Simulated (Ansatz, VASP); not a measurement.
**One calculation of Cu2As3, two programs**

```
Cu As
1.0
     4.02090    0.00000    0.00000
    -2.01045    3.48220    0.00000
     0.00000    0.00000    6.24223
Cu As
2 3
Direct
  0.33333 0.66667 0.78826
  0.66667 0.33333 0.21174
  0.00000 0.00000 0.00000
  0.33333 0.66667 0.35835
  0.66667 0.33333 0.64165
```

Alike in both runs: functional PBE; k mesh 12 × 12 × 6; occupations gaussian, width 0.1 eV; no spin polarisation.

Ansatz relaxed the structure, and its values are those at the end. VASP's run is a single point on that final structure, the one shown.

|  | VASP | Ansatz |
| --- | --- | --- |
| version | VASP 6.6.1 | Ansatz 0.2.0 |
| potentials or method | VASP PAW PBE potentials, release 64 (Cu, As) | scalar-relativistic, plane waves, PAW |
| plane-wave cutoff (eV) | 520 | 420 |
| valence electrons in the cell | 37 | 83 |

```csv
,VASP,Ansatz,Ansatz less VASP
gap on the k mesh at the Fermi level (eV),none,none,-
pressure (GPa),0.2,0.0,-0.24
rms of the force components (eV/Å),0.010,0.000,-0.0101
```

A gap of «none» marks a metal or a gap that the smearing closes. The two sets of potentials don't hold the same shells in valence.
